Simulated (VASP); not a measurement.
An input for Quantum ESPRESSO's pw.x (written as the equivalent of a VASP run, and not itself run):

```
&CONTROL
  calculation = 'vc-relax'
  pseudo_dir = './pseudo'
  outdir = './out'
  tprnfor = .true.
  tstress = .true.
  nstep = 60
  forc_conv_thr = 0.00078
/
&SYSTEM
  ibrav = 0
  nat = 4
  ntyp = 2
  ecutwfc = 98
  occupations = 'smearing'
  smearing = 'methfessel-paxton'
  degauss = 0.00735
  input_dft = 'pw91'
/
&ELECTRONS
  conv_thr = 7.3e-08
  electron_maxstep = 100
/
&IONS
/
&CELL
/
ATOMIC_SPECIES
  Ni 58.693 Ni.upf
  Sb 121.760 Sb.upf
CELL_PARAMETERS angstrom
     1.9869979   -3.4415815    0.0000000
     1.9869979    3.4415815   -0.0000000
     0.0000000    0.0000000    5.1945039
ATOMIC_POSITIONS crystal
  Ni   0.0000000  0.0000000  0.5000000
  Ni   0.0000000  0.0000000  0.0000000
  Sb   0.3333330  0.6666670  0.2500000
  Sb   0.6666670  0.3333330  0.7500000
K_POINTS automatic
  8 8 6 0 0 0
```

Problem. Write the VASP files for the same calculation (PW91).

Solution. Several could match; the one computed here: 
### INCAR
```
ALGO  =  Normal
EDIFF  =  1E-6
EDIFFG  =  -0.02
ENCUT  =  520
GGA  =  91
IBRION  =  2
ISIF  =  3
ISMEAR  =  1
LASPH  =  .TRUE.
LCHARG  =  .FALSE.
LMAXMIX  =  4
LREAL  =  .FALSE.
LWAVE  =  .FALSE.
NELM  =  100
NSW  =  60
PREC  =  Accurate
SIGMA  =  0.1
SYSTEM  =  NiSb
```

KPOINTS:
```
Regular mesh
0
gamma
 8 8 6
0 0 0
```

File POSCAR:
```
NiSb
1.0
  1.9869978960  -3.4415814790   0.0000000000
  1.9869978960   3.4415814790   0.0000000000
  0.0000000000   0.0000000000   5.1945038752
Ni Sb
2 2
Cart
  0.0000000000   0.0000000000   2.5972519376
  0.0000000000   0.0000000000   0.0000000000
  1.9869978960   1.1471961207   1.2986259688
  1.9869978960  -1.1471961207   3.8958779064
```

POTCAR, in this order: Ni Sb (PBE.64 set). Program: vasp_std.

Limits of the translation: the potentials are each code's own (VASP's PAW set, PseudoDojo norm-conserving files in pw.x), so ENCUT and ecutwfc are chosen apart and not converted; conv_thr bounds pw.x's estimated SCF error, while EDIFF bounds the energy change between steps; forc_conv_thr acts on force components and is met together with etot_conv_thr.

The compound is NiSb in the NiAs type structure. This run relaxes it. Symmetry was kept, so distortions that lower it aren't found. The start is the result of an earlier pass.
